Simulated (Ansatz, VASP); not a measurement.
# YPb2 (Pb-Y-Pb stack, (100) layers) in two plane-wave programs, part 2 of 2

Aim: how closely do two programs agree when they are given the same cell, functional and k mesh? Of the first pair: The structure shown is the start of the Ansatz relaxation below; VASP solves that cell, so the two are compared at the walk's first step.

VASP 6.6.1 and Ansatz 0.2.0.

So far. Step 3 (VASP: single point, PBEsol, start cell, pair 1): The run ends at a pressure of -0.07 GPa, with forces up to 0.034 eV/Å.

### Step 6. VASP: single point, PBEsol, relaxed cell, pair 2

Level of this step: PBEsol; plane waves and PAW (Pb_d, Y_sv) (VASP).

The same cell, functional, mesh and smearing now go to VASP, with its own data sets.

Input file INCAR:

```
SYSTEM = YPb2
PREC = Accurate
ENCUT = 400
EDIFF = 1E-06
NELM = 120
ISMEAR = 1
SIGMA = 0.2
LREAL = .FALSE.
ALGO = Normal
GGA = PS
NBANDS = 25
LASPH = .TRUE.
LORBIT = 11
LWAVE = .FALSE.
LCHARG = .FALSE.
ISIF = 2
LDIPOL = .TRUE.
IDIPOL = 3
DIPOL = 0.5 0.5 0.237
LVHAR = .TRUE.
GGA_COMPAT = .FALSE.
NELMDL = -8
```

Input file POSCAR:

```
YPb2
1.0
    3.3010956838      0.0000000000      0.0000000000
    0.0000000000      3.3010956838      0.0000000000
    0.0000000000      0.0000000000     33.9914332642
Pb Y
2 1
Direct
    0.0000000000      0.0000000000      0.1644638679
    0.0000000000      0.0000000000      0.3090589717
    0.5000000000      0.5000000000      0.2367614198
```

Input file KPOINTS:

```
Automatic mesh
0
Gamma
8 8 1
0 0 0
```

Potentials, in the order of the species: Pb_d and Y_sv (PBE family, release 64).

The run is started by

```sh
$ mpirun -np 1 vasp_std
```

Numbers of over 12 decimals in the logs are rounded to 6 here.

What it wrote:

```text
[banner, memory and clock lines left out]
running    1 mpi-ranks, on    1 nodes
[...]
[... a notice as in an earlier step ...]

 LDA part: xc-table for (Slater+PW92), standard interpolation
 POSCAR, INCAR and KPOINTS ok, starting setup
[...]
entering main loop
       N       E                     dE             d eps       ncg     rms          rms(c)
DAV:   1     0.302962760779E+03    0.30296E+03   -0.15763E+04   982   0.101E+03
DAV:   2     0.105820896186E+02   -0.29238E+03   -0.28927E+03   900   0.348E+02
DAV:   3    -0.138595313995E+02   -0.24442E+02   -0.24328E+02  1192   0.117E+02
DAV:   4    -0.152936352477E+02   -0.14341E+01   -0.14292E+01  1202   0.296E+01
[...]
DAV:  24    -0.149050464184E+02   -0.40047E-05   -0.88457E-08   545   0.232E-03    0.418E-04
DAV:  25    -0.149050492280E+02   -0.28095E-05   -0.91232E-08   545   0.850E-04    0.267E-04
DAV:  26    -0.149050500110E+02   -0.78306E-06   -0.73717E-09   478   0.578E-04
   1 F= -.14905050E+02 E0= -.14903485E+02  d E =-.469411E-02
```

OUTCAR, selected parts (step 6):

```text
  Total       -0.0453655     -0.0453655     -0.0524497      0.0000000     -0.0000000      0.0000000
  in kB       -0.1962232     -0.1962232     -0.2268654      0.0000000     -0.0000000      0.0000000
  external PRESSURE =      -0.2064373 kB  Pullay stress =       0.0000000 kB

 POSITION                                       TOTAL-FORCE (eV/Angst)
 -----------------------------------------------------------------------------------
      0.00000      0.00000      5.59036         0.000000      0.000000      0.003396
      0.00000      0.00000     10.50536         0.000000     -0.000000     -0.003396
      1.65055      1.65055      8.04786         0.000000      0.000000     -0.000000
 -----------------------------------------------------------------------------------
    total drift:                               -0.000000     -0.000000     -0.000027

  FREE ENERGIE OF THE ION-ELECTRON SYSTEM (eV)
  ---------------------------------------------------
  free  energy   TOTEN  =       -14.9050500110 eV

  energy  without entropy=      -14.9003559024  energy(sigma->0) =      -14.90348531

[... 1 part as in an earlier step ...]

[... 2 further parts left out ...]
[key lines of the parts left out:]
E-fermi :  -2.2118
```

The run ends at a pressure of -0.02 GPa, with forces up to 0.0034 eV/Å.

### Step 7. Side by side

The largest component of a force difference here is 3 meV/Å. Where the cell holds vacuum, a pressure given here is an average over it and none of the material.

### Step 8. Ansatz: relaxation, PBEsol

This run makes the geometry at which the two programs are then compared.

The structure compared here is the end of the Ansatz relaxation.

Input file input.yaml:

```yaml
crystal:
  lattice:
    - [3.3121474683, 0.0, 0.0]
    - [0.0, 3.3121474683, 0.0]
    - [0.0, 0.0, 33.9914332642]
  atoms:
    - { symbol: Pb, position: [0.0, 0.0, 0.1642562895] }
    - { symbol: "Y", position: [0.5, 0.5, 0.2367614198] }
    - { symbol: Pb, position: [0.0, 0.0, 0.30926655] }
  periodic: [true, true, false]
kpoints:
  mp_grid: { grid: [10, 10, 1] }
hamiltonian:
  xc: pbesol
scf:
  occupations: { method: gaussian, width: 0.1 }
output:
  forces: true
  stress: true
  eigenvalues: true
  write_density: true
  write_potential: true
  elf: true
  volumetric_format: npy
relax:
  adjacent_minimum: "off"
  f_tol: 0.005
  max_steps: 80
  cell: { stress_2d_tol: 0.02 }
```

The run is started by

```sh
$ ansatz run input.yaml --threads 4 --pin off --max-ram 8192MiB --backend cpu --events-out ev --progress --plain --runs-dir out
```

What it wrote:

```text
[...]
Crystal: 3 atoms, lattice volume = 372.897 Å³
Basis set: ecut = 420 eV, 7353 PW (Γ), exchange–correlation on 48×48×480 points (8 copies of the dense FFT grid, shifted against one another)
Bands: 24, of which v1, the nominal top of the filled ones, is band 20 counted from 1 (19 counted from 0)
Symmetry: 16 space group operations
[...]
k-points: 21 of 100
[...]
° read free of the cell's end (the report's vacuum.weakly_bound_levels)
--- Relaxed structure (3 steps of the walk, 3 accepted, 1 SCFs on fresh bases) ---
[...]
cell:  # Å, volume = 370.6814 Å³
    - [3.302294, 0, 0.0]
    - [0, 3.302294, 0.0]
    - [0.0, 0.0, 33.9914332642]
  atoms:
    - { symbol: Pb, position: [0, 0, 0.164054] }
    - { symbol: Y, position: [0.5, 0.5, 0.236761] }
    - { symbol: Pb, position: [0, 0, 0.309469] }
[key lines of the parts left out:]
SCF converged after 7 iterations
Free energy (F): -27305.069132 eV
Fermi energy:    -4.765311 eV
P = ½ c Tr σ = 0.0036 N/m
```

### Step 9. VASP: single point, PBEsol, relaxed cell, pair 3

The same cell, functional, mesh and smearing now go to VASP, with its own data sets.

INCAR: that of step 6 with these lines changed.

```diff
@@ -5,4 +5,4 @@
 NELM = 120
-ISMEAR = 1
-SIGMA = 0.2
+ISMEAR = 0
+SIGMA = 0.1
 LREAL = .FALSE.
```

Input file POSCAR:

```
YPb2
1.0
    3.3022935715      0.0000000000      0.0000000000
    0.0000000000      3.3022935715      0.0000000000
    0.0000000000      0.0000000000     33.9914332642
Pb Y
2 1
Direct
    0.0000000000      0.0000000000      0.1640542014
    0.0000000000      0.0000000000      0.3094686382
    0.5000000000      0.5000000000      0.2367614198
```

Input file KPOINTS:

```
Automatic mesh
0
Gamma
10 10 1
0 0 0
```

The run is started by

```sh
$ mpirun -np 1 vasp_std
```

What it wrote:

```text
[... set-up lines as in an earlier step ...]
 entering main loop
       N       E                     dE             d eps       ncg     rms          rms(c)
DAV:   1     0.315709523481E+03    0.31571E+03   -0.15699E+04  1338   0.102E+03
DAV:   2     0.119941777177E+02   -0.30372E+03   -0.30049E+03  1221   0.353E+02
DAV:   3    -0.138744312381E+02   -0.25869E+02   -0.25745E+02  1727   0.119E+02
DAV:   4    -0.153079109003E+02   -0.14335E+01   -0.14206E+01  1654   0.303E+01
[...]
DAV:  24    -0.149271784606E+02   -0.20298E-05   -0.38157E-08   740   0.141E-03    0.743E-04
DAV:  25    -0.149271825877E+02   -0.41271E-05   -0.13297E-07   727   0.893E-04    0.256E-04
DAV:  26    -0.149271834419E+02   -0.85419E-06   -0.11310E-08   681   0.530E-04
   1 F= -.14927183E+02 E0= -.14914870E+02  d E =-.246274E-01
```

From OUTCAR (step 9):

```text
  Total       -0.0445554     -0.0445554     -0.0465611      0.0000000      0.0000000      0.0000000
  in kB       -0.1925794     -0.1925794     -0.2012488      0.0000000      0.0000000      0.0000000
  external PRESSURE =      -0.1954692 kB  Pullay stress =       0.0000000 kB

 POSITION                                       TOTAL-FORCE (eV/Angst)
 -----------------------------------------------------------------------------------
      0.00000      0.00000      5.57644         0.000000      0.000000      0.001618
      0.00000      0.00000     10.51928         0.000000      0.000000     -0.001618
      1.65115      1.65115      8.04786         0.000000      0.000000      0.000000
 -----------------------------------------------------------------------------------
    total drift:                                0.000000     -0.000000      0.000032

  FREE ENERGIE OF THE ION-ELECTRON SYSTEM (eV)
  ---------------------------------------------------
  free  energy   TOTEN  =       -14.9271834419 eV

  energy  without entropy=      -14.9025560195  energy(sigma->0) =      -14.91486973

[... 3 further parts left out ...]
[key lines of the parts left out:]
E-fermi :  -2.2740
```

The run ends at a pressure of -0.02 GPa, with forces up to 0.0016 eV/Å.

### Step 10. Comparison

Where the cell holds vacuum, a pressure given here is an average over it and none of the material.

### Step 11. What came out

| Item | Value |
| --- | --- |
| r.m.s. force difference (single point, PBEsol, start cell, pair 1) | 1.2 meV/Å |
| r.m.s. force difference (single point, PBEsol, relaxed cell, pair 2) | 1.6 meV/Å |
| r.m.s. force difference (single point, PBEsol, relaxed cell, pair 3) | 0.92 meV/Å |

In words: The r.m.s. force difference is 1.6 meV/Å (single point, PBEsol, relaxed cell, pair 2), within the 12 meV/Å picked in this series as the mark of a large difference. Such differences can come from data sets, numerical settings and the points named under the comparisons, not from the functional's error against experiment.

[Lines on the potential files, build, host, timing and source positions are cut from VASP's logs without a mark.]

[Logs are printed without paths, hosts, clocks, repeated set-up lines and the standing remarks that a program may print on its own settings, such as how far it seeks lower states.]

[Hosts, paths, dates, database ids (printed as entryN), source tags and the programs' standing remarks are cut or masked in the printed files.]
